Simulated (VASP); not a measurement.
Consider the following.

```yaml
crystal:
  lattice:
    - [4.05666, 0.00000, 0.00000]
    - [0.00000, 4.05666, 0.00000]
    - [0.00000, 0.00000, 5.45208]
  atoms:
    - { symbol: Pb, position: [0.50000, 0.00000, 0.78147] }
    - { symbol: Pb, position: [0.00000, 0.50000, 0.21853] }
    - { symbol: O, position: [0.50000, 0.50000, 0.00000] }
    - { symbol: O, position: [0.00000, 0.00000, 0.00000] }
```

Calculation: PBE GGA, VASP's PBE PAW potentials (set 64) (plane waves; VASP). Settings: 520 eV cut-off, Gaussian smearing of 0.050 eV, potentials Pb_d O.

Without a dispersion term in the relaxation, distances and binding between the weakly bound layers, chains or molecules are unreliable, and so is what depends on them. Unless said otherwise, spin-orbit coupling is left out, though it shifts the bands of the heavy elements here.

Give the energies of bands 14 to 23 at the high-symmetry points, in eV from the valence-band maximum.

```json
[
 {"band": "14", "Γ": "-6.20", "X": "-7.01", "M": "-7.91", "Z": "-4.80", "R": "-7.05", "A": "-7.87"},
 {"band": "15", "Γ": "-3.89", "X": "-2.91", "M": "-3.13", "Z": "-3.81", "R": "-3.23", "A": "-3.38"},
 {"band": "16", "Γ": "-3.89", "X": "-2.91", "M": "-3.13", "Z": "-3.81", "R": "-3.23", "A": "-3.38"},
 {"band": "17", "Γ": "-1.47", "X": "-2.72", "M": "-1.57", "Z": "-1.49", "R": "-2.70", "A": "-1.91"},
 {"band": "18", "Γ": "-1.45", "X": "-2.72", "M": "-1.57", "Z": "-1.47", "R": "-2.70", "A": "-1.91"},
 {"band": "19", "Γ": "-1.45", "X": "-1.35", "M": "-0.85", "Z": "-1.47", "R": "-0.88", "A": "-0.85"},
 {"band": "20", "Γ": "-0.01", "X": "-1.35", "M": "-0.85", "Z": "-0.76", "R": "-0.88", "A": "-0.85"},
 {"band": "21", "Γ": "1.98", "X": "3.18", "M": "1.68", "Z": "1.83", "R": "2.91", "A": "3.66"},
 {"band": "22", "Γ": "4.70", "X": "3.18", "M": "1.68", "Z": "4.28", "R": "2.91", "A": "3.66"},
 {"band": "23", "Γ": "5.86", "X": "5.86", "M": "5.23", "Z": "4.41", "R": "6.39", "A": "4.13"}
]
```

The gap is indirect, 1.68 eV, from the valence maximum at M-Γ at 0.89 to the conduction minimum at M.

The compound is PbO in the litharge structure. It was relaxed first, which changed the volume by +13 %.
